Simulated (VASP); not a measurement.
**Al2O3 (Corundum): accuracy against cost in the smearing and k-mesh**

A convergence test on Al2O3 (Corundum): the smearing and k-mesh. The series runs use r2SCAN. The smearing tried: ISMEAR = 0, SIGMA = 0.01; ISMEAR = 0, SIGMA = 0.05; ISMEAR = 0, SIGMA = 0.1; ISMEAR = 0, SIGMA = 0.2; ISMEAR = 0, SIGMA = 0.5; ISMEAR = 2, SIGMA = 0.01; ISMEAR = 2, SIGMA = 0.05; ISMEAR = 2, SIGMA = 0.1; ISMEAR = 2, SIGMA = 0.2; ISMEAR = 2, SIGMA = 0.5; ISMEAR = -5. The k-mesh tried: 2 2 2; 3 3 3; 4 4 4; 5 5 5; 7 7 7; 8 8 8; 10 10 10. The start is a cell from a database of measured crystal structures.

Main program and level: VASP 6.6.1; r2SCAN; plane waves and PAW (Al, O).

## 1. The structure

Symmetry: R-3c, No. 167, trigonal system. Conventional cell: a = 4.760 Å, b = 4.760 Å, c = 12.996 Å, α = 90.00°, β = 90.00°, γ = 120.00°. Al has 6 O at 1.85 to 1.97 Å nearest. Nearest to O lie 4 Al at 1.85 to 1.97 Å. Farther neighbours and most contacts between anions are not listed.

As a file:

```xyz
10
Lattice="2.3803 1.3742 4.3319 -2.3803 1.3742 4.3319 0.0000 -2.7485 4.3319" Properties=species:S:1:pos:R:3 pbc="T T T"
Al    0.0000    0.0000    4.5765
Al    0.0000    0.0000    1.9213
Al    0.0000    0.0000    8.4191
Al    0.0000    0.0000   11.0743
O    -0.9203    1.3742    7.5808
O    -0.7300   -1.4841    7.5808
O     1.6503    0.1099    7.5808
O     0.9203   -1.3742    5.4148
O     0.7300    1.4841    5.4148
O    -1.6503   -0.1099    5.4148
```

## 2. Smearing: ISMEAR = 0, SIGMA = 0.01

With a gap, smearing should do nothing until its tail reaches across the gap. r2SCAN adds the kinetic-energy density, costs more than a GGA and is run with LASPH.

File INCAR:

```
SYSTEM = Al2O3
PREC = Accurate
ENCUT = 520
EDIFF = 1E-06
NELM = 100
ISMEAR = 0
SIGMA = 0.01
LREAL = .FALSE.
ALGO = Normal
METAGGA = R2SCAN
LASPH = .TRUE.
NBANDS = 34
LORBIT = 11
LWAVE = .FALSE.
LCHARG = .FALSE.
KPAR = 8
ISIF = 2
```

File POSCAR:

```
Al2O3
1.0
    2.3802500000      1.3742379782      4.3318666667
   -2.3802500000      1.3742379782      4.3318666667
    0.0000000000     -2.7484759565      4.3318666667
Al O
4 6
Direct
    0.3521600000      0.3521600000      0.3521600000
    0.1478400000      0.1478400000      0.1478400000
    0.6478400000      0.6478400000      0.6478400000
    0.8521600000      0.8521600000      0.8521600000
    0.5566800000      0.9433200000      0.2500000000
    0.2500000000      0.5566800000      0.9433200000
    0.9433200000      0.2500000000      0.5566800000
    0.4433200000      0.0566800000      0.7500000000
    0.7500000000      0.4433200000      0.0566800000
    0.0566800000      0.7500000000      0.4433200000
```

File KPOINTS:

```
Automatic mesh
0
Gamma
5 5 5
0 0 0
```

Potentials, in the order of the species: Al and O (PBE family, release 64).

Started as:

```
mpirun -np 8 vasp_std
```

The program printed:

```text
[banner, memory and clock lines left out]
running    8 mpi-ranks, on    1 nodes
 distrk:  each k-point on    1 cores,    8 groups
 distr:  one band on    1 cores,    1 groups

 POSCAR found type information on POSCAR AlO
 POSCAR found :  2 types and      10 ions
|                                                                             |
|           W    W    AA    RRRRR   N    N  II  N    N   GGGG   !!!           |
|           W    W   A  A   R    R  NN   N  II  NN   N  G    G  !!!           |
|           W    W  A    A  R    R  N N  N  II  N N  N  G       !!!           |
|           W WW W  AAAAAA  RRRRR   N  N N  II  N  N N  G  GGG   !            |
|           WW  WW  A    A  R   R   N   NN  II  N   NN  G    G                |
|           W    W  A    A  R    R  N    N  II  N    N   GGGG   !!!           |
|                                                                             |
|     For optimal performance we recommend to set                             |
|       NCORE = 2 up to number-of-cores-per-socket                            |
|     NCORE specifies how many cores store one orbital (NPAR=cpu/NCORE).      |
|     This setting can greatly improve the performance of VASP for DFT.       |
|     The default, NCORE=1 might be grossly inefficient on modern             |
|     multi-core architectures or massively parallel machines. Do your        |
|     Unfortunately you need to use the default for GW and RPA                |
|     calculations (for HF NCORE is supported but not extensively tested      |
|     yet).                                                                   |
|                                                                             |

|                                                                             |
|               ----> ADVICE to this user running VASP <----                  |
|                                                                             |
|     You enforced a specific xc type in the INCAR file but a different       |
|     [... a line on the potential file left out ...]
|     I HOPE YOU KNOW WHAT YOU ARE DOING!                                     |
|                                                                             |

 LDA part: xc-table for (None), standard interpolation
 POSCAR, INCAR and KPOINTS ok, starting setup
 FFT: planning ... GRIDC
 FFT: planning ... GRID_SOFT
 FFT: planning ... GRID
 WAVECAR not read
 entering main loop
       N       E                     dE             d eps       ncg     rms          rms(c)
DAV:   1     0.209830708586E+03    0.20983E+03   -0.26176E+04  1292   0.138E+03
DAV:   2    -0.104590774349E+03   -0.31442E+03   -0.30432E+03  1650   0.304E+02
DAV:   3    -0.117664913149E+03   -0.13074E+02   -0.13029E+02  1656   0.636E+01
DAV:   4    -0.117766579106E+03   -0.10167E+00   -0.10160E+00  1600   0.643E+00
DAV:   5    -0.117767839262E+03   -0.12602E-02   -0.12600E-02  1638   0.722E-01    0.177E+01
DAV:   6    -0.958575292355E+02    0.21910E+02   -0.18952E+01  1570   0.222E+01    0.719E+00
DAV:   7    -0.961956987371E+02   -0.33817E+00   -0.22475E+00  1614   0.808E+00    0.402E+00
DAV:   8    -0.962840915283E+02   -0.88393E-01   -0.24268E-01  1428   0.362E+00    0.870E-01
DAV:   9    -0.962702301769E+02    0.13861E-01   -0.13283E-01  1630   0.199E+00    0.449E-01
DAV:  10    -0.962685796924E+02    0.16505E-02   -0.85119E-03  1498   0.548E-01    0.807E-02
DAV:  11    -0.962685953741E+02   -0.15682E-04   -0.20360E-04  1574   0.100E-01    0.243E-02
DAV:  12    -0.962685824645E+02    0.12910E-04   -0.12203E-05  1574   0.191E-02    0.916E-03
DAV:  13    -0.962685804669E+02    0.19976E-05   -0.15290E-06  1030   0.785E-03    0.323E-03
DAV:  14    -0.962685812394E+02   -0.77251E-06   -0.94037E-07   808   0.535E-03
   1 F= -.96268581E+02 E0= -.96268581E+02  d E =-.154311E-28
```

Run time: 43 s. Hardware: 8 MPI ranks of Intel Xeon Platinum 8259CL at 2.50GHz (Skylake/Cascade Lake), shared host; peak memory 2.2 GiB.

Lines that name or quote the potential files are left out of all logs, and their timing lines are given in words.

From OUTCAR (step 2):

```text
ion  position               nearest neighbor table
   1  0.352  0.352  0.352-   9 1.85  10 1.85   8 1.85   7 1.97   5 1.97   6 1.97   2 2.66   3 2.79
                             3 2.79   3 2.79   2 3.22   2 3.22   2 3.22
   2  0.148  0.148  0.148-  10 1.85   9 1.85   8 1.85   6 1.97   5 1.97   7 1.97   1 2.66   4 2.79
                             4 2.79   4 2.79   1 3.22   1 3.22   1 3.22
   3  0.648  0.648  0.648-   6 1.85   7 1.85   5 1.85  10 1.97   8 1.97   9 1.97   4 2.66   1 2.79
                             1 2.79   1 2.79   4 3.22   4 3.22   4 3.22
   4  0.852  0.852  0.852-   7 1.85   6 1.85   5 1.85   9 1.97   8 1.97  10 1.97   3 2.66   2 2.79
                             2 2.79   2 2.79   3 3.22   3 3.22   3 3.22
   5  0.557  0.943  0.250-   3 1.85   4 1.85   1 1.97   2 1.97
   6  0.250  0.557  0.943-   3 1.85   4 1.85   2 1.97   1 1.97
   7  0.943  0.250  0.557-   4 1.85   3 1.85   1 1.97   2 1.97
   8  0.443  0.057  0.750-   1 1.85   2 1.85   3 1.97   4 1.97
   9  0.750  0.443  0.057-   1 1.85   2 1.85   4 1.97   3 1.97
  10  0.057  0.750  0.443-   2 1.85   1 1.85   3 1.97   4 1.97

  LATTYP: Found a trigonal (rhomboedric) cell.
 ALAT       =     5.1302230849
 COS(alpha) =     0.5694707703

 Subroutine GETGRP returns: Found 12 space group operations
 (whereof  6 operations were pure point group operations)

The static configuration has the point symmetry S_6 .
 The point group associated with its full space group is D_3d.

 Found     19 irreducible k-points:

   k-points           NKPTS =     19   k-points in BZ     NKDIM =     19   number of bands    NBANDS=     34

   dimension x,y,z NGX =    40 NGY =   40 NGZ =   40
   dimension x,y,z NGXF=    80 NGYF=   80 NGZF=   80

   ENCUT  =  520.0 eV  38.22 Ry    6.18 a.u.   9.54  9.54  9.54*2*pi/ulx,y,z

   NELECT =      48.0000    total number of electrons

 k-points in reciprocal lattice and weights: Automatic mesh
   0.00000000  0.00000000  0.00000000       0.008
   0.20000000 -0.00000000  0.00000000       0.048
   0.40000000 -0.00000000 -0.00000000       0.048
   0.20000000  0.20000000  0.00000000       0.048
   0.40000000  0.20000000 -0.00000000       0.096
  -0.40000000  0.20000000  0.00000000       0.096
  -0.20000000  0.20000000  0.00000000       0.048
   0.40000000  0.40000000 -0.00000000       0.048
  -0.40000000  0.40000000  0.00000000       0.048
[...]
0.40000000  0.40000000  0.40000000       0.016
  -0.40000000  0.40000000  0.40000000       0.048

 average (electrostatic) potential at core
       1 -74.4562       2 -74.4562       3 -74.4562       4 -74.4562       5 -70.7794
       6 -70.7794       7 -70.7794       8 -70.7794       9 -70.7794      10 -70.7794

 E-fermi :   5.8182

 k-point     1 :       0.0000    0.0000    0.0000
  band No.  band energies     occupation
    ...
     20       5.2143      2.00000
     21       5.2143      2.00000
     22       5.6843      2.00000
     23       5.6843      2.00000
     24       5.7431      2.00000
     25      12.8751      0.00000
     26      15.8533      0.00000
     27      17.6626      0.00000
     28      18.3181      0.00000
     29      18.3181      0.00000
    ...

 k-point     2 :       0.2000   -0.0000    0.0000
  band No.  band energies     occupation
    ...
     20       4.6427      2.00000
     21       4.9895      2.00000
     22       5.3321      2.00000
     23       5.6167      2.00000
     24       5.6603      2.00000
     25      13.7417      0.00000
     26      16.5739      0.00000
     27      17.0445      0.00000
     28      17.7501      0.00000
     29      17.9357      0.00000
    ...

 k-point     3 :       0.4000   -0.0000   -0.0000
  band No.  band energies     occupation
    ...
     20       4.3592      2.00000
     21       4.7592      2.00000
     22       5.0475      2.00000
     23       5.4525      2.00000
     24       5.4906      2.00000
     25      15.4109      0.00000
     26      16.4260      0.00000
     27      16.5726      0.00000
     28      16.9583      0.00000
     29      18.0550      0.00000
    ...

  Total       -0.3429374     -0.3429374     -0.4170069      0.0000000      0.0000000      0.0000000
  in kB       -6.4627084     -6.4627084     -7.8585605      0.0000000      0.0000000      0.0000000
  external PRESSURE =      -6.9279925 kB  Pullay stress =       0.0000000 kB

  energy-cutoff  :      520.00
  volume of cell :       85.02
      direct lattice vectors                 reciprocal lattice vectors
     2.380250000  1.374237978  4.331866667     0.210061968  0.121279334  0.076949121
    -2.380250000  1.374237978  4.331866667    -0.210061968  0.121279334  0.076949121
     0.000000000 -2.748475957  4.331866667     0.000000000 -0.242558668  0.076949121

 POSITION                                       TOTAL-FORCE (eV/Angst)
 -----------------------------------------------------------------------------------
      0.00000     -0.00000      4.57653         0.000000      0.000000     -0.079724
      0.00000     -0.00000      1.92127         0.000000     -0.000000      0.079724
      0.00000     -0.00000      8.41907         0.000000     -0.000000      0.079724
      0.00000     -0.00000     11.07433         0.000000      0.000000     -0.079724
     -0.92030      1.37424      7.58077        -0.057816      0.000000     -0.000000
     -0.72998     -1.48412      7.58077         0.028908     -0.050070     -0.000000
      1.65027      0.10988      7.58077         0.028908      0.050070     -0.000000
      0.92030     -1.37424      5.41483         0.057816      0.000000     -0.000000
      0.72998      1.48412      5.41483        -0.028908      0.050070     -0.000000
     -1.65027     -0.10988      5.41483        -0.028908     -0.050070     -0.000000
 -----------------------------------------------------------------------------------
    total drift:                               -0.000000      0.000000     -0.000000

  FREE ENERGIE OF THE ION-ELECTRON SYSTEM (eV)
  ---------------------------------------------------
  free  energy   TOTEN  =       -96.2685812394 eV

  energy  without entropy=      -96.2685812394  energy(sigma->0) =      -96.26858124

 total charge
# of ion       s       p       d       tot
------------------------------------------
    1        0.303   0.402   0.000   0.705
    2        0.303   0.402   0.000   0.705
    3        0.303   0.402   0.000   0.705
    4        0.303   0.402   0.000   0.705
    5        1.552   3.675   0.000   5.228
    6        1.552   3.675   0.000   5.228
    7        1.552   3.675   0.000   5.228
    8        1.552   3.675   0.000   5.228
    9        1.552   3.675   0.000   5.228
   10        1.552   3.675   0.000   5.228
--------------------------------------------------
tot         10.529  23.659   0.000  34.187

[... 3 further parts left out ...]
```

The gap is read on the k-mesh alone, so it is an upper bound where the band edges lie off the mesh. The PAW data sets were made with PBE, which is usual practice but a small mismatch for other functionals.

This step gave:

* SCF cycles: 14
* electrons: 48
* bands: 34
* irreducible k-points: 19
* symmetry operations: 12
* free energy (TOTEN): -96.2686 eV
* Fermi energy: 5.818 eV
* pressure: -0.6928 GPa
* metallic: no
* valence top at k: 0, 0, 0
* conduction bottom at k: 0, 0, 0
* least direct gap at k: 0, 0, 0
* gap on the k-mesh: 7.132 eV
* least direct gap on the k-mesh: 7.132 eV

The series starts at -9.6269 eV an atom and -0.69 GPa, after 14 cycles in 43 s. The entropy term T·S comes to 0.00 meV an atom in size.

## 3. Smearing: ISMEAR = 0, SIGMA = 0.05

INCAR, as its differences from that of step 2:

```diff
@@ -6,3 +6,3 @@
 ISMEAR = 0
-SIGMA = 0.01
+SIGMA = 0.05
 LREAL = .FALSE.
```

POSCAR is that of step 2.

KPOINTS is that of step 2.

Started as:

```
mpirun -np 8 vasp_std
```

The program printed:

```text
[banner, memory and clock lines left out]
running    8 mpi-ranks, on    1 nodes
[...]
[... a notice as in an earlier step ...]

 [... a notice as in an earlier step ...]

 LDA part: xc-table for (None), standard interpolation
 POSCAR, INCAR and KPOINTS ok, starting setup
[...]
entering main loop
       N       E                     dE             d eps       ncg     rms          rms(c)
DAV:   1     0.209828470180E+03    0.20983E+03   -0.26176E+04  1292   0.138E+03
DAV:   2    -0.104590774349E+03   -0.31442E+03   -0.30438E+03  1650   0.304E+02
[... 6 cycles as in an earlier step ...]
DAV:   9    -0.962702301771E+02    0.13861E-01   -0.13283E-01  1630   0.199E+00    0.449E-01
DAV:  10    -0.962685796923E+02    0.16505E-02   -0.85119E-03  1498   0.548E-01    0.807E-02
DAV:  11    -0.962685953742E+02   -0.15682E-04   -0.20360E-04  1574   0.100E-01    0.243E-02
DAV:  12    -0.962685824646E+02    0.12910E-04   -0.12203E-05  1574   0.191E-02    0.916E-03
DAV:  13    -0.962685804669E+02    0.19977E-05   -0.15290E-06  1030   0.785E-03    0.323E-03
DAV:  14    -0.962685812394E+02   -0.77255E-06   -0.94035E-07   808   0.535E-03
   1 F= -.96268581E+02 E0= -.96268581E+02  d E =-.699192E-20
```

Elapsed: 44 s, on 8 MPI ranks; peak memory 2.3 GiB.

From OUTCAR (step 3):

```text
  Total       -0.3429374     -0.3429374     -0.4170069      0.0000000      0.0000000      0.0000000
  in kB       -6.4627084     -6.4627084     -7.8585607      0.0000000      0.0000000      0.0000000
  external PRESSURE =      -6.9279925 kB  Pullay stress =       0.0000000 kB

 POSITION                                       TOTAL-FORCE (eV/Angst)
 -----------------------------------------------------------------------------------
      0.00000     -0.00000      4.57653         0.000000      0.000000     -0.079724
      0.00000     -0.00000      1.92127         0.000000     -0.000000      0.079724
      0.00000     -0.00000      8.41907         0.000000     -0.000000      0.079724
      0.00000     -0.00000     11.07433         0.000000      0.000000     -0.079724
     -0.92030      1.37424      7.58077        -0.057816     -0.000000     -0.000000
     -0.72998     -1.48412      7.58077         0.028908     -0.050070     -0.000000
      1.65027      0.10988      7.58077         0.028908      0.050070     -0.000000
      0.92030     -1.37424      5.41483         0.057816     -0.000000     -0.000000
      0.72998      1.48412      5.41483        -0.028908      0.050070     -0.000000
     -1.65027     -0.10988      5.41483        -0.028908     -0.050070     -0.000000
 -----------------------------------------------------------------------------------
    total drift:                               -0.000000      0.000000     -0.000000

[... 4 parts as in an earlier step ...]

[... 1 further part left out ...]
[key lines of the parts left out:]
E-fermi :   6.0514
```

Against the run before the energy at zero width stays within 0.01 meV an atom and the pressure within 0.01 GPa, after 14 cycles in 44 s. The entropy term T·S comes to 0.00 meV an atom in size.

## 4. Smearing: ISMEAR = 0, SIGMA = 0.1

INCAR, as its differences from that of step 3:

```diff
@@ -6,3 +6,3 @@
 ISMEAR = 0
-SIGMA = 0.05
+SIGMA = 0.1
 LREAL = .FALSE.
```

POSCAR is that of step 3.

KPOINTS is that of step 3.

Started as:

```
mpirun -np 8 vasp_std
```

The program printed:

```text
[... set-up lines as in an earlier step ...]
 entering main loop
       N       E                     dE             d eps       ncg     rms          rms(c)
DAV:   1     0.209825079746E+03    0.20983E+03   -0.26176E+04  1292   0.138E+03
DAV:   2    -0.104590774349E+03   -0.31442E+03   -0.30445E+03  1650   0.304E+02
[... 4 cycles as in an earlier step ...]
DAV:   7    -0.961956987372E+02   -0.33817E+00   -0.22475E+00  1614   0.808E+00    0.402E+00
[... 5 cycles as in an earlier step ...]
DAV:  13    -0.962685804670E+02    0.19976E-05   -0.15290E-06  1030   0.785E-03    0.323E-03
DAV:  14    -0.962685812395E+02   -0.77257E-06   -0.94036E-07   808   0.535E-03
   1 F= -.96268581E+02 E0= -.96268581E+02  d E =-.233175E-11
```

It took 44 s on 8 MPI ranks; peak memory 2.3 GiB.

From OUTCAR (step 4):

```text
  Total       -0.3429374     -0.3429374     -0.4170070      0.0000000      0.0000000      0.0000000
  in kB       -6.4627085     -6.4627085     -7.8585611      0.0000000      0.0000000      0.0000000
  external PRESSURE =      -6.9279927 kB  Pullay stress =       0.0000000 kB

 POSITION                                       TOTAL-FORCE (eV/Angst)
 -----------------------------------------------------------------------------------
      0.00000     -0.00000      4.57653        -0.000000      0.000000     -0.079724
      0.00000     -0.00000      1.92127        -0.000000     -0.000000      0.079724
      0.00000     -0.00000      8.41907        -0.000000     -0.000000      0.079724
      0.00000     -0.00000     11.07433        -0.000000      0.000000     -0.079724
     -0.92030      1.37424      7.58077        -0.057816      0.000000     -0.000000
     -0.72998     -1.48412      7.58077         0.028908     -0.050070     -0.000000
      1.65027      0.10988      7.58077         0.028908      0.050070     -0.000000
      0.92030     -1.37424      5.41483         0.057816      0.000000     -0.000000
      0.72998      1.48412      5.41483        -0.028908      0.050070     -0.000000
     -1.65027     -0.10988      5.41483        -0.028908     -0.050070     -0.000000
 -----------------------------------------------------------------------------------
    total drift:                               -0.000000      0.000000     -0.000000

  FREE ENERGIE OF THE ION-ELECTRON SYSTEM (eV)
  ---------------------------------------------------
  free  energy   TOTEN  =       -96.2685812395 eV

  energy  without entropy=      -96.2685812395  energy(sigma->0) =      -96.26858124

[... 2 parts as in an earlier step ...]

[... 1 further part left out ...]
[key lines of the parts left out:]
E-fermi :   6.1801
```

Against the run before the energy at zero width stays within 0.01 meV an atom and the pressure within 0.01 GPa, after 14 cycles in 44 s. The entropy term T·S comes to 0.00 meV an atom in size.

(Part 1 of 4 ends here.)

[Lines on the potential files, build, host, timing and source positions are cut from VASP's logs without a mark.]

[Logs are printed without paths, hosts, clocks, repeated set-up lines and the standing remarks that a program may print on its own settings, such as how far it seeks lower states.]

[Hosts, paths, dates, database ids (printed as entryN), source tags and the programs' standing remarks are cut or masked in the printed files.]

[A measured line is paired with the nearest computed mode of its activity, which favours agreement.]
